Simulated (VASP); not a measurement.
# RbPd (F-43m) in VASP: settings compared

Aim: see how the results for RbPd move with the level of theory and the settings. Levels: PBE, LDA. Tasks: relaxation of cell and atoms, relaxation of the atoms.

Program: VASP 6.6.1. These are calculated values, not measurements. Logs are shortened: lines on timing, memory, paths and dates and some standing lists are left out, and cuts for length are marked.

## (1) Starting point

It takes space group F-43m (No. 216, cubic). Conventional cell: a = 6.473 Å, b = 6.473 Å, c = 6.473 Å, α = 90.00°, β = 90.00°, γ = 90.00°. Rb (site symmetry -43m) has 4 Pd at 2.80 Å as nearest neighbours. Pd (site symmetry -43m) is surrounded by 4 Rb at 2.80 Å.

The cell was built by a generator and needn't be a form met in nature.

## (2) Relaxation of cell and atoms, PBE

INCAR

```
ALGO = Normal ; EDIFF = 1E-6
EDIFFG = -0.01 ; ENCUT = 600
GGA = PE ; IBRION = 2
ISIF = 3 ; ISMEAR = 1
LASPH = True ; LCHARG = False
LREAL = False ; LWAVE = False
NELM = 60 ; NSW = 60
PREC = Accurate ; SIGMA = 0.2
```

KPOINTS

```
k-points
0
Gamma
  7 7 7
```

POSCAR

```
RbPd
1.0
    0.0000000000      3.2364828700      3.2364828700
    3.2364828700      0.0000000000      3.2364828700
    3.2364828700      3.2364828700      0.0000000000
Rb Pd
1 1
Direct
    0.0000000000      0.0000000000      0.0000000000
    0.7500000000      0.7500000000      0.7500000000
```

Potentials or basis: VASP PAW PBE potentials, release 64 (Rb_sv, Pd).

Launch:

```sh
> cat potpaw_PBE.64/Rb_sv/POTCAR potpaw_PBE.64/Pd/POTCAR > POTCAR
> mpirun -np 1 vasp_std > vasp.out
```

OUTCAR:

```text
EDIFF = 1E-6
   EDIFFG = -0.01
   ENCUT = 600
   GGA = PE
   IBRION = 2
   ISIF = 3
   ISMEAR = 1
   LASPH = True
   LREAL = False
   NELM = 60
   NSW = 60
   PREC = Accurate

 ion  position               nearest neighbor table
   1  0.000  0.000  0.000-   2 2.80   2 2.80   2 2.80   2 2.80
   2  0.750  0.750  0.750-   1 2.80   1 2.80   1 2.80   1 2.80

  LATTYP: Found a face centered cubic cell.
 ALAT       =     6.4729657400

  Lattice vectors:

 A1 = (   0.0000000000,   3.2364828700,   3.2364828700)
 A2 = (   3.2364828700,   0.0000000000,   3.2364828700)
 A3 = (   3.2364828700,   3.2364828700,   0.0000000000)

Analysis of symmetry for initial positions (statically):
=====================================================================
 Subroutine PRICEL returns:
 Original cell was already a primitive cell.

 Routine SETGRP: Setting up the symmetry group for a
 face centered cubic supercell.

 Subroutine GETGRP returns: Found 24 space group operations
 (whereof 24 operations were pure point group operations)
 out of a pool of 48 trial point group operations.

The static configuration has the point symmetry T_d .

Analysis of symmetry for dynamics (positions and initial velocities):
=====================================================================
 Subroutine PRICEL returns:
 Original cell was already a primitive cell.

 Routine SETGRP: Setting up the symmetry group for a
 face centered cubic supercell.

 Subroutine GETGRP returns: Found 24 space group operations
 (whereof 24 operations were pure point group operations)
 out of a pool of 48 trial point group operations.

The dynamic configuration has the point symmetry T_d .

 Subroutine INISYM returns: Found 24 space group operations
 (whereof 24 operations are pure point group operations),
 and found     1 'primitive' translations

----------------------------------------------------------------------------------------

                                     Primitive cell

  volume of cell :      67.8032

  direct lattice vectors                    reciprocal lattice vectors
     0.000000000  3.236482870  3.236482870    -0.154488690  0.154488690  0.154488690
     3.236482870  0.000000000  3.236482870     0.154488690 -0.154488690  0.154488690
     3.236482870  3.236482870  0.000000000     0.154488690  0.154488690 -0.154488690

  length of vectors
     4.577077969  4.577077969  4.577077969     0.267582261  0.267582261  0.267582261

  position of ions in fractional coordinates (direct lattice)
     0.000000000  0.000000000  0.000000000
     0.750000000  0.750000000  0.750000000

  ion indices of the primitive-cell ions
[... 88 lines left out ...]
   IMIX   =      4    mixing-type and parameters
     AMIX     =   0.40;   BMIX     =  1.00
     AMIX_MAG =   1.60;   BMIX_MAG =  1.00
  volume/ion in A,a.u.               =      33.90       228.78
  Fermi-wavevector in a.u.,A,eV,Ry     =   1.071296  2.024455 15.615061  1.147675
  Thomas-Fermi vector in A             =   2.207032
   LORBIT       =      0    0 simple, 1 ext, 2 COOP (PROOUT), +10 PAW based schemes
   GGA     = PE    functional components
   LHFCALC =     F    Hartree Fock is set to
   AEXX    =    0.0000 exact exchange contribution
   IVDW    =     0    specifies the selected vdW correction
   LEPSILON=     F    determine dielectric tensor
   LRPA    =     F    only Hartree local field effects (RPA)
 conjugate gradient relaxation of ions
 non-spin polarized calculation
 Methfessel and Paxton  Order N= 1 SIGMA  =   0.20
  energy-cutoff  :      600.00
  volume of cell :       67.80
 maximum number of plane-waves:      2281
 NGX is ok and might be reduce to    40
   NGX = 19   NGY = 19   NGZ = 19

--------------------------------------- Ionic step        1  -------------------------------------------

 number of electron      18.9999999 magnetization

 Free energy of the ion-electron system (eV)
  ---------------------------------------------------
  ext. energy  EPLUGINS =         0.00000000
  ---------------------------------------------------
  free energy    TOTEN  =        -4.22123265 eV

  energy without entropy =       -4.22035847  energy(sigma->0) =       -4.22094126

------------------------ aborting loop because EDIFF is reached ----------------------------------------

  FORCE on cell =-STRESS in cart. coord.  units (eV):
  Direction    XX          YY          ZZ          XY          YZ          ZX
  --------------------------------------------------------------------------------------
  -------------------------------------------------------------------------------------
  Total        2.1470680      2.1470680      2.1470680      0.0000000      0.0000000      0.0000000
  in kB       50.7348571     50.7348571     50.7348571      0.0000000      0.0000000      0.0000000
  external PRESSURE =      50.7348571 kB  Pullay stress =       0.0000000 kB
[... 95 lines left out ...]
--------------------------------------- Ionic step        4  -------------------------------------------

 number of electron      19.0000005 magnetization

 E-fermi :  -0.3115     XC(G=0):  -6.2704

 val. band max:       -0.3714579134   @ k =   0.4286   0.2857   0.0000
 cond. band min:      -0.2485425067   @ k =  -0.4286   0.1429   0.0000
 fundamental gap:      0.1229154067
 Fermi energy:        -0.3114623196

 k-point     1 :       0.0000    0.0000    0.0000
  band No.  band energies     occupation
      1     -27.5051      2.00000
      2     -11.6116      2.00000
      3     -11.6116      2.00000
      4     -11.6116      2.00000
      5      -1.8003      2.00000
      6      -1.0115      2.00001
      7      -1.0115      2.00001
      8      -0.9425      2.00008
      9      -0.9425      2.00008
     10      -0.9425      2.00008
     11       3.6668     -0.00000
     12       3.6668     -0.00000
     13       3.6668     -0.00000
[... 373 lines left out ...]
--------------------------------------- Ionic step        6  -------------------------------------------

 number of electron      19.0000002 magnetization

 Free energy of the ion-electron system (eV)
  ---------------------------------------------------
  ext. energy  EPLUGINS =         0.00000000
  ---------------------------------------------------
  free energy    TOTEN  =        -4.54442296 eV

  energy without entropy =       -4.54494236  energy(sigma->0) =       -4.54459609

 E-fermi :   0.2170     XC(G=0):  -6.7861

 val. band max:        0.1410707584   @ k =   0.4286   0.2857   0.0000
 cond. band min:       0.2806463429   @ k =  -0.4286   0.1429   0.0000
 fundamental gap:      0.1395755846
 Fermi energy:         0.2169766866

 k-point     1 :       0.0000    0.0000    0.0000
  band No.  band energies     occupation
      1     -26.9018      2.00000
      2     -11.0276      2.00000
      3     -11.0276      2.00000
      4     -11.0276      2.00000
      5      -1.5267      2.00000
      6      -0.7293      2.00000
      7      -0.7293      2.00000
      8      -0.5989      2.00000
      9      -0.5989      2.00000
     10      -0.5989      2.00000
     11       4.2598      0.00000
     12       4.2598      0.00000
     13       4.2598      0.00000
[... 331 lines left out ...]
  FREE ENERGIE OF THE ION-ELECTRON SYSTEM (eV)
  ---------------------------------------------------
  free  energy   TOTEN  =        -4.5444229596 eV

  energy  without entropy=       -4.5449423621  energy(sigma->0) =       -4.54459609

 reached required accuracy - stopping structural energy minimisation
```

OSZICAR:

```text
N       E                     dE             d eps       ncg     rms          rms(c)
DAV:   1     0.119526821530E+03    0.11953E+03   -0.94840E+03   520   0.143E+03
DAV:   2     0.858823113056E+00   -0.11867E+03   -0.11216E+03   636   0.259E+02
DAV:   3    -0.448451312931E+01   -0.53433E+01   -0.53025E+01   651   0.567E+01
[... 66 lines left out ...]
DAV:   4    -0.454441674972E+01    0.47053E-03   -0.42448E-03   710   0.366E-01    0.577E-02
DAV:   5    -0.454438961315E+01    0.27137E-04   -0.46128E-04   637   0.157E-01    0.267E-02
DAV:   6    -0.454442412766E+01   -0.34515E-04   -0.51574E-05   571   0.616E-02    0.132E-02
DAV:   7    -0.454442350847E+01    0.61919E-06   -0.13961E-05   670   0.251E-02    0.594E-03
DAV:   8    -0.454442295957E+01    0.54890E-06   -0.10591E-06   402   0.889E-03
   6 F= -.45444230E+01 E0= -.45445961E+01  d E =-.323190E+00
```

CONTCAR:

```text
RbPd
   1.00000000000000
     0.0000000000000000    3.6474240907925415    3.6474240907925415
     3.6474240907925415    0.0000000000000000    3.6474240907925415
     3.6474240907925415    3.6474240907925415    0.0000000000000000
  Rb              Pd
     1     1
Direct
     0.0000000000000000    0.0000000000000000    0.0000000000000000
     0.7500000000000000    0.7500000000000000    0.7500000000000000

  0.00000000E+00  0.00000000E+00  0.00000000E+00
  0.00000000E+00  0.00000000E+00  0.00000000E+00
```

Wall time 2.6 min (1 thread of Intel Xeon Platinum 8488C (Sapphire Rapids), shared host); peak memory 0.25 GiB.

Results:

- Free energy: -4.5444 eV
- Relaxed volume: 48.52 Å³/atom
- Relaxed cell: a = 5.158 Å, b = 5.158 Å, c = 5.158 Å, α = 60.00°, β = 60.00°, γ = 60.00°
- Space group after relaxing (to 0.05 Å): F-43m (No. 216)
- Energy gained by relaxing: 161.6 meV/atom
- Ionic steps: 6
- Pressure after relaxing: 0.0 GPa
- Band gap on the k mesh: none (metal or under the smearing width)

The path:
```
step  energy change (eV)  largest force (eV/Å)  pressure (GPa)  volume (Å³)
   1              0.0000                0.0000            5.07        67.80
   2             -0.2309                0.0000            1.99        78.89
   3             -0.3095                0.0000            0.61        89.10
   4             -0.2860                0.0000           -0.70       112.09
   5             -0.3229                0.0000           -0.07        98.09
   6             -0.3232                0.0000           -0.02        97.05
```

Final structure:
```
Rb Pd
1.0
     0.00000    3.64742    3.64742
     3.64742    0.00000    3.64742
     3.64742    3.64742    0.00000
Rb Pd
1 1
Cartesian
  0.0000 0.0000 0.0000
  5.4711 5.4711 5.4711
```

Caveat: the volume moved by over 15 % at a fixed basis, so the end points are rough.

## (3) Relaxation of the atoms, LDA

INCAR

```
SYSTEM = RbPd
PREC     = Accurate       ! precision mode
ENCUT    = 520            ! plane-wave cutoff, eV
EDIFF    = 1E-6           ! SCF threshold, eV
ISMEAR   = 1              ! smearing method
SIGMA    = 0.2            ! smearing width, eV
LREAL    = .False.        ! projectors in reciprocal space
LASPH    = .True.         ! aspherical terms in the spheres
NELM     = 100            ! most SCF steps
ALGO     = Normal         ! electronic algorithm
ISIF     = 2              ! what is computed and relaxed
LWAVE    = .False.        ! write WAVECAR
LCHARG   = .False.        ! write CHGCAR
IBRION   = 2              ! ionic algorithm
NSW      = 60             ! ionic steps
EDIFFG   = -0.01          ! ionic threshold
```

KPOINTS

```
Automatic mesh
0
Gamma
  7 7 7
  0 0 0
```

POSCAR is that of step 2.

Potentials or basis: VASP PAW LDA potentials, release 64 (Rb_sv, Pd).

Launch:

```sh
> cat potpaw_LDA.64/Rb_sv/POTCAR potpaw_LDA.64/Pd/POTCAR > POTCAR
> mpirun -np 1 vasp_std > vasp.out
```

It took 18 s on 1 thread of Intel Xeon Platinum 8488C (Sapphire Rapids), shared host; peak memory 0.18 GiB.

The run converged. Its results:

| Quantity | Value |
| --- | --- |
| Free energy | -5.4968 eV |
| Pressure after relaxing | 1.4 GPa |
| Band gap on the k mesh | none (metal or under the smearing width) |

Final structure:
```
Rb Pd
1.0
     0.00000    3.23648    3.23648
     3.23648    0.00000    3.23648
     3.23648    3.23648    0.00000
Rb Pd
1 1
Direct
  0.00000 0.00000 0.00000
  0.75000 0.75000 0.75000
```

Levels at points of the mesh, in eV from the Fermi level:
```csv
k point,band 7,band 8,band 9,band 10,band 11,band 12,band 13
"(0.00, 0.00, 0.00)",-1.87,-1.39,-1.39,-1.39,4.02,4.02,4.02
```

Caveat: the relaxation stopped at its first step, so nothing moved.

## (4) For comparison

An earlier run on the cell as given: functional PBE; potentials or basis VASP PAW PBE potentials, release 64 (Rb_sv, Pd); cutoff 520 eV; k mesh 7 × 7 × 7; occupations fermi-dirac, width 0.05 eV; no spin polarisation.

- Pressure: 5.1 GPa
- Band gap on the k mesh: none (metal or under the smearing width)

## (5) The runs side by side

| task | level | potentials or basis | cell | cutoff (eV) | smearing | gap on the mesh (eV) | pressure (GPa) |
| --- | --- | --- | --- | --- | --- | --- | --- |
| relaxation of cell and atoms | PBE | VASP PAW PBE potentials, release 64 (Rb_sv, Pd) | relaxed | 600 | methfessel-paxton 0.2 eV | none | 0.0 |
| relaxation of the atoms | LDA | VASP PAW LDA potentials, release 64 (Rb_sv, Pd) | atoms relaxed | 520 | methfessel-paxton 0.2 eV | none | 1.4 |
| single point | PBE | VASP PAW PBE potentials, release 64 (Rb_sv, Pd) | as given | 520 | fermi-dirac 0.05 eV | none | 5.1 |

Alike in all rows: no spin polarisation; k mesh 7 × 7 × 7.

Caveats: the volume moved by over 15 % at a fixed basis, so the end points are rough (some runs); the relaxation stopped at its first step, so nothing moved (some runs).

Absolute energies hang on the potentials; compare differences alone.
